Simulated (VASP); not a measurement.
Level of theory: PBEsol GGA with spin-orbit coupling, VASP's PBE PAW potentials (set 64) (plane waves; VASP 6.6.1).

The input files of a VASP run:

KPOINTS:
```
Automatic mesh
0
Gamma
7 7 7
0 0 0
```

INCAR:
```
SYSTEM = SnTe
PREC = Accurate
ENCUT = 400
EDIFF = 1E-6
NELM = 100
ALGO = Normal
LREAL = .FALSE.
LASPH = .TRUE.
ISMEAR = 0
SIGMA = 0.05
GGA = PS
LMAXMIX = 4
LWAVE = .FALSE.
LCHARG = .FALSE.
LSORBIT = .TRUE.
MAGMOM = 0 0 0 0 0 0
GGA_COMPAT = .FALSE.
```

**KPOINTS_OPT**
```
k-points along high-symmetry lines
8
Line-mode
Reciprocal
  0.000000   0.000000   0.000000 ! GAMMA
  0.500000   0.000000   0.500000 ! X

  0.500000   0.000000   0.500000 ! X
  0.625000   0.250000   0.625000 ! U

  0.375000   0.375000   0.750000 ! K
  0.000000   0.000000   0.000000 ! GAMMA

  0.000000   0.000000   0.000000 ! GAMMA
  0.500000   0.500000   0.500000 ! L

  0.500000   0.500000   0.500000 ! L
  0.500000   0.250000   0.750000 ! W

  0.500000   0.250000   0.750000 ! W
  0.500000   0.000000   0.500000 ! X
```

File POSCAR:
```
SnTe
1
    0.0000000000     3.1425403435     3.1425403435
    3.1425403435     0.0000000000     3.1425403435
    3.1425403435     3.1425403435     0.0000000000
Sn Te
1 1
Direct
  0.0000000000   0.0000000000   0.0000000000
  0.5000000000   0.5000000000   0.5000000000
```

POTCAR, in this order: Sn_d Te (PBE.64 set). Program: vasp_ncl.

What VASP printed:

OUTCAR:
```
 ion  position               nearest neighbor table
   1  0.000  0.000  0.000-   2 3.14   2 3.14   2 3.14   2 3.14   2 3.14   2 3.14
   2  0.500  0.500  0.500-   1 3.14   1 3.14   1 3.14   1 3.14   1 3.14   1 3.14
  LATTYP: Found a face centered cubic cell.
 ALAT       =     6.2850806870
 Subroutine PRICEL returns:
 Original cell was already a primitive cell.
 Subroutine GETGRP returns: Found 48 space group operations
The static configuration has the point symmetry O_h .
The dynamic configuration has the point symmetry O_h .
The overall configuration has the point symmetry O_h .
 Subroutine INISYM returns: Found 48 space group operations
 Subroutine IBZKPT returns following result:
 Found     20 irreducible k-points:

 Following reciprocal coordinates:
            Coordinates               Weight
  0.000000  0.000000  0.000000      1.000000
  0.142857  0.000000  0.000000      8.000000
  0.285714  0.000000  0.000000      8.000000
  0.428571  0.000000  0.000000      8.000000
  0.142857  0.142857  0.000000      6.000000
  0.285714  0.142857  0.000000     24.000000
  0.428571  0.142857  0.000000     24.000000
 -0.428571  0.142857  0.000000     24.000000
 -0.285714  0.142857  0.000000     24.000000
 -0.142857  0.142857  0.000000     12.000000
  0.285714  0.285714  0.000000      6.000000
  0.428571  0.285714  0.000000     24.000000
 -0.428571  0.285714  0.000000     24.000000
 -0.285714  0.285714  0.000000     12.000000
  0.428571  0.428571  0.000000      6.000000
 -0.428571  0.428571  0.000000     12.000000
  0.428571  0.285714  0.142857     24.000000
 -0.428571  0.285714  0.142857     48.000000
 -0.428571  0.428571  0.142857     24.000000
 -0.285714  0.428571  0.142857     24.000000
   k-points           NKPTS =     20   k-points in BZ     NKDIM =     20   number of bands    NBANDS=     28
   number of dos      NEDOS =    301   number of ions     NIONS =      2
   total plane-waves  NPLWV =  27000
...
```

File OSZICAR:
```
       N       E                     dE             d eps       ncg     rms          rms(c)
DAV:   1     0.152434360203E+03    0.15243E+03   -0.80305E+03  1136   0.141E+03
DAV:   2     0.101835726982E+02   -0.14225E+03   -0.13887E+03  1168   0.384E+02
DAV:   3    -0.770325897817E+01   -0.17887E+02   -0.17451E+02  1328   0.134E+02
DAV:   4    -0.851395153776E+01   -0.81069E+00   -0.80588E+00  1348   0.296E+01
DAV:   5    -0.854451045138E+01   -0.30559E-01   -0.30552E-01  1576   0.572E+00    0.550E+00
DAV:   6    -0.849420957292E+01    0.50301E-01   -0.10311E-01  1384   0.325E+00    0.356E+00
DAV:   7    -0.849207527537E+01    0.21343E-02   -0.34286E-02  1368   0.126E+00    0.179E+00
DAV:   8    -0.849236789194E+01   -0.29262E-03   -0.16161E-03  1412   0.303E-01    0.391E-01
DAV:   9    -0.849208340174E+01    0.28449E-03   -0.12229E-03  1476   0.373E-01    0.123E-01
DAV:  10    -0.849212254913E+01   -0.39147E-04   -0.14526E-04  1200   0.781E-02    0.291E-02
DAV:  11    -0.849212406051E+01   -0.15114E-05   -0.49912E-06  1412   0.226E-02    0.158E-02
DAV:  12    -0.849212494681E+01   -0.88630E-06   -0.21294E-06  1000   0.113E-02
   1 F= -.84921249E+01 E0= -.84921249E+01  d E =-.523400E-12  mag=    -0.0000    -0.0000    -0.0000
       N       E                     dE             ncg
       N       E                     dE             ncg
       N       E                     dE             ncg
```

OUTCAR:
```
------------------------ aborting loop because EDIFF is reached ----------------------------------------
  FORCE on cell =-STRESS in cart. coord.  units (eV):
  Direction    XX          YY          ZZ          XY          YZ          ZX
  --------------------------------------------------------------------------------------
  Total        0.0010025      0.0010025      0.0010025      0.0000000      0.0000000      0.0000000
  in kB        0.0258788      0.0258788      0.0258788      0.0000000      0.0000000      0.0000000
  external PRESSURE =       0.0258788 kB  Pullay stress =       0.0000000 kB
  volume of cell :       62.07
      direct lattice vectors                 reciprocal lattice vectors
     0.000000000  3.142540343  3.142540343    -0.159106947  0.159106947  0.159106947
     3.142540343  0.000000000  3.142540343     0.159106947 -0.159106947  0.159106947
     3.142540343  3.142540343  0.000000000     0.159106947  0.159106947 -0.159106947
 POSITION                                       TOTAL-FORCE (eV/Angst)
 -----------------------------------------------------------------------------------
      0.00000      0.00000      0.00000         0.000000     -0.000000      0.000000
      3.14254      3.14254      3.14254        -0.000000      0.000000     -0.000000
 -----------------------------------------------------------------------------------
    total drift:                               -0.000000      0.000000      0.000000
  FREE ENERGIE OF THE ION-ELECTRON SYSTEM (eV)
  ---------------------------------------------------
  free  energy   TOTEN  =        -8.4921249468 eV

  energy  without entropy=       -8.4921249468  energy(sigma->0) =       -8.49212495

 Ion:    1  E_soc:     -0.0966855

 Ion:    2  E_soc:     -0.2031934
```
(Selected blocks of OUTCAR.)

The compound is SnTe in the rock salt structure, which distorts at low temperature. It was relaxed first.
